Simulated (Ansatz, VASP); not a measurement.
# SbAs: VASP beside Ansatz, part 2 of 2

Aim: how closely do two programs agree when they are given the same cell, functional and k mesh? The cell is generated by rule, not measured, and may not be a known phase. The cell is taken from a series of runs on this material, whose earlier steps may have relaxed, scaled, displaced or heated it; both programs get it as it stands.

VASP 6.6.1 and Ansatz 0.2.0.

So far. Step 2 (Ansatz: single point, PBEsol, pair 1): The run ends at a pressure of 0.03 GPa, with forces up to 0.14 eV/Å. Step 3 (VASP: single point, PBEsol, pair 1): The run ends at a pressure of 0.16 GPa, with forces up to 0.14 eV/Å.

### 5. VASP: single point, PBEsol, pair 2

Level of this step: PBEsol; plane waves and PAW (Sb, As); invented cell (VASP).

With cell and atoms fixed, the geometry can't cause a difference; cores, projectors, grids and the points listed under the comparison can.

Contents of INCAR:

```
SYSTEM = SbAs
PREC = Accurate
ENCUT = 500
EDIFF = 1E-06
NELM = 120
ISMEAR = 1
SIGMA = 0.2
LREAL = .FALSE.
ALGO = Normal
GGA = PS
NBANDS = 28
LORBIT = 11
LWAVE = .FALSE.
LCHARG = .FALSE.
ISIF = 2
LASPH = .TRUE.
GGA_COMPAT = .FALSE.
KPAR = 2
```

Contents of POSCAR:

```
SbAs
1.0
    0.0000000000     -3.2138340659     -3.2138340659
    0.0000000000      3.2138340659     -3.2138340659
   12.8553362638      0.0000000000      0.0000000000
Sb As
4 4
Direct
    0.5317004198      0.5276741212      0.2500000000
    0.4682995802      0.4723258788      0.7500000000
    0.0276741212      0.0317004198      0.0000000000
    0.9723258788      0.9682995802      0.5000000000
    0.9686559036      0.5313440964      0.8750000000
    0.0313440964      0.4686559036      0.3750000000
    0.4657729684      0.9657729684      0.6250000000
    0.5342270316      0.0342270316      0.1250000000
```

Contents of KPOINTS:

```
Automatic mesh
0
Gamma
8 8 4
0 0 0
```

The projector-augmented-wave data sets are Sb and As (PBE family, release 64).

Started as:

```bash
mpirun -np 2 vasp_std
```

Numbers of over 12 decimals in the logs are rounded to 6 here.

The log of the run:

```text
[banner, memory and clock lines left out]
running    2 mpi-ranks, on    1 nodes
[...]
[... a notice as in an earlier step ...]

 LDA part: xc-table for (Slater+PW92), standard interpolation
 POSCAR, INCAR and KPOINTS ok, starting setup
[...]
entering main loop
       N       E                     dE             d eps       ncg     rms          rms(c)
DAV:   1     0.182940628295E+03    0.18294E+03   -0.13495E+04  3528   0.108E+03
DAV:   2    -0.171213347438E+02   -0.20006E+03   -0.19507E+03  4360   0.176E+02
DAV:   3    -0.356766124663E+02   -0.18555E+02   -0.18185E+02  4304   0.562E+01
DAV:   4    -0.361658581765E+02   -0.48925E+00   -0.48420E+00  4600   0.940E+00
[...]
DAV:  11    -0.358053473822E+02   -0.17862E-04   -0.43813E-05  4044   0.263E-02    0.723E-03
DAV:  12    -0.358053460656E+02    0.13166E-05   -0.63462E-06  4104   0.106E-02    0.442E-03
DAV:  13    -0.358053463800E+02   -0.31445E-06   -0.11846E-06  2344   0.447E-03
   1 F= -.35805346E+02 E0= -.35801427E+02  d E =-.117596E-01
```

OUTCAR, selected parts (step 5):

```text
  Total       -0.1757896     -0.3672864      0.1148162      0.0000000      0.0000000      0.0000000
  in kB       -1.0605798     -2.2159252      0.6927130      0.0000000      0.0000000      0.0000000
  external PRESSURE =      -0.8612640 kB  Pullay stress =       0.0000000 kB

 POSITION                                       TOTAL-FORCE (eV/Angst)
 -----------------------------------------------------------------------------------
      3.21383     -0.01294     -3.40465         0.061319     -0.049224     -0.192282
      9.64150      0.01294     -3.02301         0.061319      0.049224      0.192282
      0.00000      0.01294     -0.19082        -0.061319      0.049224     -0.192282
      6.42767     -0.01294     -6.23685        -0.061319     -0.049224      0.192282
     11.24842     -1.40545     -4.82075         0.000000      0.063623      0.000000
      4.82075      1.40545     -1.60692        -0.000000     -0.063623      0.000000
      8.03459      1.60692     -4.60075         0.000000      0.000000      0.098787
      1.60692     -1.60692     -1.82692         0.000000      0.000000     -0.098787
 -----------------------------------------------------------------------------------
    total drift:                                0.000000      0.000000      0.000000

  FREE ENERGIE OF THE ION-ELECTRON SYSTEM (eV)
  ---------------------------------------------------
  free  energy   TOTEN  =       -35.8053463800 eV

  energy  without entropy=      -35.7935867573  energy(sigma->0) =      -35.80142651

[... 2 parts as in an earlier step ...]

[... 1 further part left out ...]
[key lines of the parts left out:]
E-fermi :   3.9467
```

The run ends at a pressure of -0.09 GPa, with forces up to 0.21 eV/Å.

### 6. Ansatz: single point, PBEsol, pair 2

The same cell, functional, mesh and smearing now go to Ansatz, which takes its cutoff from its data sets.

The cell is taken from a series of runs on this material, whose earlier steps may have relaxed, scaled, displaced or heated it; both programs get it as it stands.

Contents of input.yaml:

```yaml
crystal:
  lattice:
    - [0.0, -3.2138340659, -3.2138340659]
    - [0.0, 3.2138340659, -3.2138340659]
    - [12.8553362638, 0.0, 0.0]
  atoms:
    - { symbol: Sb, position: [0.5317004198, 0.5276741212, 0.25] }
    - { symbol: Sb, position: [0.4682995802, 0.4723258788, 0.75] }
    - { symbol: Sb, position: [0.0276741212, 0.0317004198, 0.0] }
    - { symbol: Sb, position: [-0.0276741212, -0.0317004198, 0.5] }
    - { symbol: As, position: [-0.0313440964, 0.5313440964, 0.875] }
    - { symbol: As, position: [0.0313440964, 0.4686559036, 0.375] }
    - { symbol: As, position: [0.4657729684, -0.0342270316, 0.625] }
    - { symbol: As, position: [0.5342270316, 0.0342270316, 0.125] }
kpoints:
  mp_grid: { grid: [8, 8, 4] }
hamiltonian:
  xc: pbesol
scf:
  occupations: { method: methfessel_paxton, width: 0.2 }
output:
  forces: true
  stress: true
  eigenvalues: true
```

Started as:

```bash
ansatz run input.yaml --threads 4 --pin off --max-ram 7168MiB --backend cpu --events-out ev --progress --plain --runs-dir out
```

The log of the run:

```text
[...]
Crystal: 8 atoms, lattice volume = 265.559 Å³
Basis set: ecut = 420 eV, 5187 PW (Γ), exchange–correlation on 64×64×180 points (8 copies of the dense FFT grid, shifted against one another)
Bands: 72, of which v1, the nominal top of the filled ones, is band 60 counted from 1 (59 counted from 0)
Symmetry: 4 space group operations
[...]
k-points: 63 of 256 (time reversal used)
[...]
k-point 0: bands = [... 56 lower, 4.9824, 6.1762, 6.3450, 6.4175, 6.4473, 6.5650, 6.5850, 7.5940, ... 8 higher]
  k-point 1: bands = [... 56 lower, 5.1829, 6.0865, 6.1725, 6.3471, 6.4769, 6.5606, 6.8562, 7.4673, ... 8 higher]
  k-point 2: bands = [... 56 lower, 5.6308, 5.6308, 6.2147, 6.2147, 6.5672, 6.5672, 7.1766, 7.1766, ... 8 higher]
  k-point 62: bands = [... 56 lower, 6.5557, 6.5557, 6.8110, 6.8110, 7.0427, 7.0427, 7.2945, 7.2945, ... 8 higher]
[key lines of the parts left out:]
SCF converged after 7 iterations
Free energy (F): -44881.546488 eV
Fermi energy:    6.933944 eV
P = ⅓ Tr σ = -0.2153 GPa (-2.153 kbar)
```

The run ends at a pressure of -0.22 GPa, with forces up to 0.21 eV/Å.

### 7. Comparison

What differs besides the data sets and the points named for the pairs above, as far as they apply: the data sets hold 120 valence electrons in Ansatz (on its default PAW (the set named soft_2) files) and 40 in VASP. Total energies have different zeros and are not compared.

Compared:

| quantity | Ansatz | VASP | difference |
| --- | --- | --- | --- |
| pressure (GPa) | -0.22 | -0.09 | -0.13 |

Forces (eV/Å; atoms numbered as in POSCAR):

| atom | Ansatz x, y, z | VASP x, y, z |
| --- | --- | --- |
| Sb1 | 0.060, -0.062, -0.188 | 0.061, -0.049, -0.192 |
| Sb2 | 0.060, 0.062, 0.188 | 0.061, 0.049, 0.192 |
| Sb3 | -0.060, 0.062, -0.188 | -0.061, 0.049, -0.192 |
| Sb4 | -0.060, -0.062, 0.188 | -0.061, -0.049, 0.192 |
| As5 | 0.000, 0.055, 0.000 | 0.000, 0.064, 0.000 |
| As6 | 0.000, -0.055, 0.000 | 0.000, -0.064, 0.000 |
| As7 | 0.000, 0.000, 0.112 | 0.000, 0.000, 0.099 |
| As8 | 0.000, 0.000, -0.112 | 0.000, 0.000, -0.099 |

The forces differ by 7.2 meV/Å r.m.s., which is 7.8 % of the r.m.s. force of 0.091 eV/Å (both taken over all components).

### 8. Ansatz: single point, PBEsol, pair 3

A single point gives forces, pressure and levels at one fixed geometry, so differences don't come from the geometry; what else differs is listed under the comparison.

The cell is taken from a series of runs on this material, whose earlier steps may have relaxed, scaled, displaced or heated it; both programs get it as it stands.

Contents of input.yaml:

```yaml
crystal:
  lattice:
    - [0.0, -3.2138340659, -3.2138340659]
    - [0.0, 3.2138340659, -3.2138340659]
    - [12.8553362638, 0.0, 0.0]
  atoms:
    - { symbol: Sb, position: [0.5461097016, 0.5402532672, 0.25] }
    - { symbol: Sb, position: [0.4538902984, 0.4597467328, 0.75] }
    - { symbol: Sb, position: [0.0402532672, 0.0461097016, 0.0] }
    - { symbol: Sb, position: [-0.0402532672, -0.0461097016, 0.5] }
    - { symbol: As, position: [-0.045591413, 0.545591413, 0.875] }
    - { symbol: As, position: [0.045591413, 0.454408587, 0.375] }
    - { symbol: As, position: [0.4502152268, -0.0497847732, 0.625] }
    - { symbol: As, position: [0.5497847732, 0.0497847732, 0.125] }
kpoints:
  mp_grid: { grid: [8, 8, 4] }
hamiltonian:
  xc: pbesol
scf:
  occupations: { method: methfessel_paxton, width: 0.2 }
output:
  forces: true
  stress: true
  eigenvalues: true
  write_density: true
  write_potential: true
  elf: true
  volumetric_format: npy
```

The log of the run:

```text
[...]
Crystal: 8 atoms, lattice volume = 265.559 Å³
Basis set: ecut = 420 eV, 5187 PW (Γ), exchange–correlation on 64×64×180 points (8 copies of the dense FFT grid, shifted against one another)
Bands: 72, of which v1, the nominal top of the filled ones, is band 60 counted from 1 (59 counted from 0)
Symmetry: 4 space group operations
[...]
k-points: 63 of 256 (time reversal used)
[...]
k-point 0: bands = [... 56 lower, 5.0367, 6.1663, 6.2296, 6.4108, 6.4180, 6.5814, 6.6256, 7.6209, ... 8 higher]
  k-point 1: bands = [... 56 lower, 5.2443, 6.0760, 6.1664, 6.3664, 6.4597, 6.4813, 6.8864, 7.4906, ... 8 higher]
  k-point 2: bands = [... 56 lower, 5.6817, 5.6817, 6.2179, 6.2179, 6.5183, 6.5183, 7.2007, 7.2007, ... 8 higher]
  k-point 62: bands = [... 56 lower, 6.3656, 6.3656, 6.7500, 6.7500, 7.0429, 7.0429, 7.4162, 7.4162, ... 8 higher]
[key lines of the parts left out:]
SCF converged after 7 iterations
Free energy (F): -44881.650278 eV
Fermi energy:    6.925498 eV
P = ⅓ Tr σ = -0.6454 GPa (-6.454 kbar)
```

The run ends at a pressure of -0.65 GPa, with forces up to 0.29 eV/Å.

### 9. VASP: single point, PBEsol, pair 3

The same cell, functional, mesh and smearing now go to VASP, with its own data sets.

INCAR is that of step 5.

Contents of POSCAR:

```
SbAs
1.0
    0.0000000000     -3.2138340659     -3.2138340659
    0.0000000000      3.2138340659     -3.2138340659
   12.8553362638      0.0000000000      0.0000000000
Sb As
4 4
Direct
    0.5461097016      0.5402532672      0.2500000000
    0.4538902984      0.4597467328      0.7500000000
    0.0402532672      0.0461097016      0.0000000000
    0.9597467328      0.9538902984      0.5000000000
    0.9544085870      0.5455914130      0.8750000000
    0.0455914130      0.4544085870      0.3750000000
    0.4502152268      0.9502152268      0.6250000000
    0.5497847732      0.0497847732      0.1250000000
```

KPOINTS is that of step 5.

Started as:

```bash
mpirun -np 2 vasp_std
```

The log of the run:

```text
[... set-up lines as in an earlier step ...]
 entering main loop
       N       E                     dE             d eps       ncg     rms          rms(c)
DAV:   1     0.183090089425E+03    0.18309E+03   -0.13483E+04  3528   0.108E+03
DAV:   2    -0.171041919832E+02   -0.20019E+03   -0.19510E+03  4336   0.175E+02
DAV:   3    -0.357562289043E+02   -0.18652E+02   -0.18277E+02  4312   0.564E+01
DAV:   4    -0.362677076247E+02   -0.51148E+00   -0.50564E+00  4684   0.952E+00
[...]
DAV:  10    -0.359096340750E+02   -0.18222E-04   -0.84471E-05  4616   0.406E-02    0.309E-02
DAV:  11    -0.359096530587E+02   -0.18984E-04   -0.40840E-05  4088   0.267E-02    0.733E-03
DAV:  12    -0.359096523339E+02    0.72487E-06   -0.50609E-06  3976   0.100E-02
   1 F= -.35909652E+02 E0= -.35907250E+02  d E =-.720773E-02
```

OUTCAR, selected parts (step 9):

```text
  Total       -0.8736144     -1.3247762     -0.3678832      0.0000000      0.0000000      0.0000000
  in kB       -5.2707213     -7.9926865     -2.2195258      0.0000000      0.0000000      0.0000000
  external PRESSURE =      -5.1609778 kB  Pullay stress =       0.0000000 kB

 POSITION                                       TOTAL-FORCE (eV/Angst)
 -----------------------------------------------------------------------------------
      3.21383     -0.01882     -3.49139         0.127314     -0.110143     -0.239321
      9.64150      0.01882     -2.93628         0.127314      0.110143      0.239321
      0.00000      0.01882     -0.27756        -0.127314      0.110143     -0.239321
      6.42767     -0.01882     -6.15011        -0.127314     -0.110143      0.239321
     11.24842     -1.31387     -4.82075         0.000000      0.001310      0.000000
      4.82075      1.31387     -1.60692         0.000000     -0.001310      0.000000
      8.03459      1.60692     -4.50075        -0.000000      0.000000      0.096572
      1.60692     -1.60692     -1.92692        -0.000000      0.000000     -0.096572
 -----------------------------------------------------------------------------------
    total drift:                                0.000000      0.000000      0.000000

  FREE ENERGIE OF THE ION-ELECTRON SYSTEM (eV)
  ---------------------------------------------------
  free  energy   TOTEN  =       -35.9096523339 eV

  energy  without entropy=      -35.9024446049  energy(sigma->0) =      -35.90724976

[... 2 parts as in an earlier step ...]

[... 1 further part left out ...]
[key lines of the parts left out:]
E-fermi :   3.9375
```

The run ends at a pressure of -0.52 GPa, with forces up to 0.29 eV/Å.

### 10. Side by side

What differs besides the data sets and the points named for the pairs above, as far as they apply: the data sets hold 120 valence electrons in Ansatz (on its default PAW (the set named soft_2) files) and 40 in VASP. Total energies have different zeros and are not compared.

Both answers:

| quantity | Ansatz | VASP | difference |
| --- | --- | --- | --- |
| pressure (GPa) | -0.65 | -0.52 | -0.13 |

Forces (eV/Å; atoms numbered as in POSCAR):

| atom | Ansatz x, y, z | VASP x, y, z |
| --- | --- | --- |
| Sb1 | 0.125, -0.127, -0.232 | 0.127, -0.110, -0.239 |
| Sb2 | 0.125, 0.127, 0.232 | 0.127, 0.110, 0.239 |
| Sb3 | -0.125, 0.127, -0.232 | -0.127, 0.110, -0.239 |
| Sb4 | -0.125, -0.127, 0.232 | -0.127, -0.110, 0.239 |
| As5 | 0.000, -0.010, 0.000 | 0.000, 0.001, 0.000 |
| As6 | 0.000, 0.010, 0.000 | 0.000, -0.001, 0.000 |
| As7 | 0.000, 0.000, 0.115 | 0.000, 0.000, 0.097 |
| As8 | 0.000, 0.000, -0.115 | 0.000, 0.000, -0.097 |

The forces differ by 9.8 meV/Å r.m.s., which is 7.9 % of the r.m.s. force of 0.123 eV/Å (both taken over all components).

### 11. Summary of results

| Item | Value |
| --- | --- |
| r.m.s. force difference (single point, PBEsol, pair 1) | 4.7 meV/Å |
| r.m.s. force difference (single point, PBEsol, pair 2) | 7.2 meV/Å |
| r.m.s. force difference (single point, PBEsol, pair 3) | 9.8 meV/Å |

**Reading.** The r.m.s. force difference is 9.8 meV/Å (single point, PBEsol, pair 3), within the 12 meV/Å picked in this series as the mark of a large difference. The data sets hold unlike numbers of valence electrons (120 in Ansatz and 40 in VASP), so part of the differences comes from the potentials. 1 further run of this series is not shown here. How closely two codes agree says nothing of how well the functional describes the real material.

[Lines on the potential files, build, host, timing and source positions are cut from VASP's logs without a mark.]

[Logs are printed without paths, hosts, clocks, repeated set-up lines and the standing remarks that a program may print on its own settings, such as how far it seeks lower states.]

[Hosts, paths, dates, database ids (printed as entryN), source tags and the programs' standing remarks are cut or masked in the printed files.]
